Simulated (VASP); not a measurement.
These are r2SCAN meta-GGA, VASP's PBE PAW potentials (set 64) (plane waves; VASP) values and carry that method's errors.

A VASP calculation is set up with these files.

KPOINTS:
```
Automatic mesh
0
Gamma
9 9 9
0 0 0
```

**POSCAR**
```
Ba
1
    0.0000000000     3.1624020000     3.1624020000
    3.1624020000     0.0000000000     3.1624020000
    3.1624020000     3.1624020000     0.0000000000
Ba
1
Direct
  0.0000000000   0.0000000000   0.0000000000
```

INCAR:
```
# general
SYSTEM  = Ba
PREC    = Accurate
ENCUT   = 400   # plane-wave cut-off (eV)
LREAL   = F
LASPH   = T   # aspherical one-centre terms

# electronic loop
EDIFF   = 1E-6   # SCF stop (eV)
NELM    = 100   # most electronic steps
ALGO    = Normal
LMAXMIX = 4   # l cut-off of mixed one-centre charges
LMIXTAU = T

# smearing
ISMEAR  = 1
SIGMA   = 0.1

# functional
METAGGA = R2SCAN

# ions
IBRION  = 2   # conjugate gradients
NSW     = 60   # most ionic steps
ISIF    = 3   # ions, shape and volume
EDIFFG  = -0.01

# output
LWAVE   = F
LCHARG  = F
```

POTCAR, in this order: Ba_sv (PBE.64 set). Program: vasp_std.

The run wrote:

OSZICAR:
```
       N       E                     dE             d eps       ncg     rms          rms(c)
DAV:   1     0.245908475663E+02    0.24591E+02   -0.38834E+03   630   0.761E+02
DAV:   2    -0.271348137710E+02   -0.51726E+02   -0.50977E+02   770   0.149E+02
DAV:   3    -0.291869746881E+02   -0.20522E+01   -0.20410E+01   800   0.329E+01
DAV:   4    -0.292441412683E+02   -0.57167E-01   -0.56850E-01   985   0.449E+00
DAV:   5    -0.292450786176E+02   -0.93735E-03   -0.93716E-03   849   0.353E-01    0.159E+00
DAV:   6    -0.258288421191E+02    0.34162E+01   -0.10068E+00   956   0.743E+00    0.134E+00
DAV:   7    -0.258212999449E+02    0.75422E-02   -0.26607E-02   707   0.133E+00    0.138E+00
DAV:   8    -0.259635069654E+02   -0.14221E+00   -0.35352E-02   703   0.210E+00    0.812E-01
DAV:   9    -0.261559111543E+02   -0.19240E+00   -0.91475E-02   785   0.329E+00    0.371E-01
DAV:  10    -0.261227548131E+02    0.33156E-01   -0.26069E-02   656   0.170E+00    0.317E-01
DAV:  11    -0.261988957199E+02   -0.76141E-01   -0.55482E-02   642   0.119E+00    0.237E-01
DAV:  12    -0.262030692203E+02   -0.41735E-02   -0.20472E-02   653   0.886E-01    0.216E-01
DAV:  13    -0.263568133915E+02   -0.15374E+00   -0.11936E-01   734   0.215E+00    0.352E-01
DAV:  14    -0.263512819844E+02    0.55314E-02   -0.27553E-02   668   0.113E+00    0.307E-01
DAV:  15    -0.263486908848E+02    0.25911E-02   -0.45882E-03   651   0.460E-01    0.345E-01
DAV:  16    -0.263477619462E+02    0.92894E-03   -0.34165E-04   714   0.197E-01    0.359E-01
DAV:  17    -0.263843084059E+02   -0.36546E-01   -0.44944E-02   631   0.208E+00    0.963E-02
DAV:  18    -0.263873209889E+02   -0.30126E-02   -0.19359E-03  1006   0.468E-01    0.110E-01
DAV:  19    -0.263906423551E+02   -0.33214E-02   -0.35791E-03   667   0.392E-01    0.964E-02
DAV:  20    -0.263894415333E+02    0.12008E-02   -0.42334E-03   632   0.638E-01    0.116E-01
DAV:  21    -0.263876381159E+02    0.18034E-02   -0.16685E-03   654   0.452E-01    0.138E-01
DAV:  22    -0.263899619451E+02   -0.23238E-02   -0.23381E-03   633   0.510E-01    0.630E-02
DAV:  23    -0.263904303710E+02   -0.46843E-03   -0.70559E-04   634   0.285E-01    0.211E-02
DAV:  24    -0.263905802990E+02   -0.14993E-03   -0.33328E-04   729   0.158E-01    0.180E-02
DAV:  25    -0.263907621864E+02   -0.18189E-03   -0.70683E-05   659   0.106E-01    0.864E-03
DAV:  26    -0.263906825289E+02    0.79657E-04   -0.49827E-05   657   0.746E-02    0.253E-03
DAV:  27    -0.263907226248E+02   -0.40096E-04   -0.42166E-06   726   0.252E-02    0.313E-03
DAV:  28    -0.263906865160E+02    0.36109E-04   -0.37250E-06   664   0.206E-02    0.327E-03
DAV:  29    -0.263906970790E+02   -0.10563E-04   -0.10003E-06   607   0.113E-02    0.162E-03
DAV:  30    -0.263906940447E+02    0.30343E-05   -0.32255E-07   327   0.515E-03    0.840E-04
DAV:  31    -0.263906988392E+02   -0.47945E-05   -0.38770E-07   324   0.547E-03    0.723E-04
DAV:  32    -0.263906985873E+02    0.25190E-06   -0.12869E-07   324   0.384E-03
   1 F= -.26390699E+02 E0= -.26390139E+02  d E =-.263907E+02
       N       E                     dE             d eps       ncg     rms          rms(c)
DAV:   1    -0.264156100905E+02   -0.24911E-01   -0.94087E-01   630   0.802E+00    0.717E-01
DAV:   2    -0.263974314677E+02    0.18179E-01   -0.55266E-02   630   0.228E+00    0.359E-01
DAV:   3    -0.263907654146E+02    0.66661E-02   -0.36217E-02   765   0.144E+00    0.756E-02
DAV:   4    -0.263933721536E+02   -0.26067E-02   -0.34928E-03   635   0.607E-01    0.686E-02
DAV:   5    -0.263930925529E+02    0.27960E-03   -0.41436E-04   676   0.206E-01    0.499E-02
DAV:   6    -0.263936015604E+02   -0.50901E-03   -0.44569E-04   783   0.212E-01    0.131E-02
DAV:   7    -0.263936830581E+02   -0.81498E-04   -0.25626E-04   698   0.154E-01    0.593E-03
DAV:   8    -0.263937045691E+02   -0.21511E-04   -0.23957E-05   641   0.535E-02    0.722E-03
DAV:   9    -0.263937018914E+02    0.26778E-05   -0.34505E-06   748   0.204E-02    0.174E-03
DAV:  10    -0.263937044197E+02   -0.25283E-05   -0.65021E-06   636   0.338E-02    0.104E-03
DAV:  11    -0.263937049833E+02   -0.56365E-06   -0.19017E-07   324   0.466E-03
   2 F= -.26393705E+02 E0= -.26393042E+02  d E =-.300640E-02
       N       E                     dE             d eps       ncg     rms          rms(c)
DAV:   1    -0.264351739414E+02   -0.41470E-01   -0.17392E+00   630   0.109E+01    0.971E-01
DAV:   2    -0.264019797653E+02    0.33194E-01   -0.10274E-01   630   0.311E+00    0.490E-01
DAV:   3    -0.263895526107E+02    0.12427E-01   -0.68703E-02   758   0.199E+00    0.100E-01
DAV:   4    -0.263944323558E+02   -0.48797E-02   -0.69621E-03   634   0.863E-01    0.916E-02
DAV:   5    -0.263938810236E+02    0.55133E-03   -0.91412E-04   652   0.311E-01    0.632E-02
DAV:   6    -0.263948803170E+02   -0.99929E-03   -0.10402E-03   747   0.336E-01    0.177E-02
DAV:   7    -0.263949949493E+02   -0.11463E-03   -0.44120E-04   717   0.230E-01    0.103E-02
DAV:   8    -0.263950401603E+02   -0.45211E-04   -0.80089E-05   637   0.115E-01    0.990E-03
DAV:   9    -0.263950335863E+02    0.65739E-05   -0.70852E-06   765   0.324E-02    0.237E-03
DAV:  10    -0.263950406860E+02   -0.70996E-05   -0.10566E-05   634   0.467E-02    0.142E-03
DAV:  11    -0.263950411503E+02   -0.46429E-06   -0.27137E-07   330   0.581E-03
   3 F= -.26395041E+02 E0= -.26394236E+02  d E =-.434256E-02
```

OUTCAR:
```
------------------------ aborting loop because EDIFF is reached ----------------------------------------
  FORCE on cell =-STRESS in cart. coord.  units (eV):
  Direction    XX          YY          ZZ          XY          YZ          ZX
  --------------------------------------------------------------------------------------
  Total       -0.0070565     -0.0070565     -0.0070565     -0.0000000     -0.0000000      0.0000000
  in kB       -0.1689568     -0.1689568     -0.1689568     -0.0000000     -0.0000000      0.0000000
  external PRESSURE =      -0.1689568 kB  Pullay stress =       0.0000000 kB
  volume of cell :       66.92
      direct lattice vectors                 reciprocal lattice vectors
     0.000000000  3.222290771  3.222290771    -0.155169113  0.155169113  0.155169113
     3.222290771  0.000000000  3.222290771     0.155169113 -0.155169113  0.155169113
     3.222290771  3.222290771  0.000000000     0.155169113  0.155169113 -0.155169113
 POSITION                                       TOTAL-FORCE (eV/Angst)
 -----------------------------------------------------------------------------------
      0.00000      0.00000      0.00000        -0.000000     -0.000000      0.000000
 -----------------------------------------------------------------------------------
    total drift:                               -0.000000     -0.000000      0.000000
  FREE ENERGIE OF THE ION-ELECTRON SYSTEM (eV)
  ---------------------------------------------------
  free  energy   TOTEN  =       -26.3950411503 eV

  energy  without entropy=      -26.3926266982  energy(sigma->0) =      -26.39423633

 reached required accuracy - stopping structural energy minimisation
```
(Selected blocks of OUTCAR.)

**CONTCAR**
```
Ba
   1.00000000000000
     0.0000000000000000    3.2222907714895803    3.2222907714895803
     3.2222907714895803    0.0000000000000000    3.2222907714895803
     3.2222907714895803    3.2222907714895803    0.0000000000000000
  Ba
     1
Direct
     0.0000000000000000    0.0000000000000000    0.0000000000000000
```

Energy and stress use the plane-wave basis of the starting cell.

The structure was generated: Ba was put into the fcc type (Fm-3m), which need not be its known phase. This run relaxes it. Symmetry was kept, so distortions that lower it aren't found.
